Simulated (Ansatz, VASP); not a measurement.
One calculation of Ta3TiN4, two programs

```xyz
8
Lattice="3.3431 0.0000 0.0000 0.0000 3.3431 0.0000 0.0000 0.0000 9.4557" Properties=species:S:1:pos:R:3 pbc="T T T"
Ti    0.0000    0.0000    4.7278
Ta    0.0000    0.0000    0.0000
Ta    1.6715    1.6715    2.3639
Ta    1.6715    1.6715    7.0917
N     0.0000    0.0000    7.0917
N     1.6715    1.6715    0.0000
N     0.0000    0.0000    2.3639
N     1.6715    1.6715    4.7278
```

Alike in both runs: task single point; functional PBE; k mesh 6 × 6 × 2; occupations gaussian, width 0.1 eV; collinear spin.

|  | VASP | Ansatz |
| --- | --- | --- |
| version | VASP 6.6.1 | Ansatz 0.2.0 |
| potentials or method | VASP PAW PBE potentials, release 64 (Ti_sv, Ta_pv, N) | scalar-relativistic, plane waves, PAW |
| plane-wave cutoff (eV) | 520 | 420 |
| valence electrons in the cell | 65 | 71 |

```tsv
	VASP	Ansatz	Ansatz less VASP
gap on the k mesh at the Fermi level (eV)	none	none	-
rms of the force components (eV/Å)	0.112	0.112	+0.0006
net moment per atom (μB)	0.00	0.00	-0.002
```

Atom by atom the forces differ by 0.001 eV/Å (rms over components). A gap of «none» marks a metal or a gap that the smearing closes. The two sets of potentials don't hold the same shells in valence. Ansatz warned: «seeded_moment_not_kept».

 The runs have no spin-orbit coupling, so splittings on Ta are missing.
